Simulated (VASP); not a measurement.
Write the native input for VASP 6.6.1 that does the following.

```yaml
Task: relaxation of cell and atoms
Functional: PBE
Potentials_or_basis: VASP PAW PBE potentials, release 64 (Mg, Cd, S)
Cutoff: 520 eV
k_mesh: 8 × 8 × 4
Occupations: gaussian, width 0.03 eV
Spin: no spin polarisation
Further_INCAR_settings: ALGO = Normal; EDIFF = 1e-07; IBRION = 2; POTIM = 0.3; EDIFFG = -0.005; NSW = 60; ISIF = 3
```

The structure of Mg2CdS3 lies in POSCAR:

```
Mg2CdS3                                 
1.0
    3.7625897620      0.0000000000      0.0000000000
   -1.8812948810      3.2584983155     -0.0000000000
   -0.0000000000      0.0000000000      9.2339818293
  Mg              Cd              S             
     2     1     3
Direct
     0.3333333300000021    0.6666666699999979    0.6618786774417140
     0.6666666699999979    0.3333333300000021    0.3381213225582860
     0.0000000000000000    0.0000000000000000    0.0000000000000000
     0.6666666699999979    0.3333333300000021    0.8214578976825199
     0.3333333300000021    0.6666666699999979    0.1785421023174802
     0.0000000000000000    0.0000000000000000    0.5000000000000000
```

The cell was built by a generator and needn't be a form met in nature.

The input as run:

INCAR

```
PREC     = Accurate       # precision mode
ENCUT    = 520            # plane-wave cutoff, eV
EDIFF    = 1E-7           # SCF threshold, eV
ISMEAR   = 0              # smearing method
SIGMA    = 0.03           # smearing width, eV
LREAL    = F              # projectors in reciprocal space
LASPH    = T              # aspherical terms in the spheres
NELM     = 120            # most SCF steps
ALGO     = Normal         # electronic algorithm
ISIF     = 3              # what is computed and relaxed
LWAVE    = F              # write WAVECAR
LCHARG   = F              # write CHGCAR
GGA      = PE             # functional
IBRION   = 2              # ionic algorithm
NSW      = 60             # ionic steps
EDIFFG   = -0.005         # ionic threshold
POTIM    = 0.3            # step
KPAR     = 4
```

KPOINTS

```
Automatic mesh
0
Gamma
  8 8 4
```

Potentials or basis: VASP PAW PBE potentials, release 64 (Mg, Cd, S).

Run with:

```sh
$ cat potpaw_PBE.64/Mg/POTCAR potpaw_PBE.64/Cd/POTCAR potpaw_PBE.64/S/POTCAR > POTCAR
$ mpirun -np 4 vasp_std > vasp.out
```

Results of the run:

The energy gained by relaxing is 0.0 meV/atom, the ionic steps are 3 and the pressure after relaxing is 0.0 GPa. The band gap on the k mesh is 1.68 eV, indirect (least direct gap 2.30 eV).

It took 56 s on 4 MPI ranks on AMD EPYC 7R13 Processor (Zen 3), with other jobs on the host, peak memory 0.26 GiB a rank.
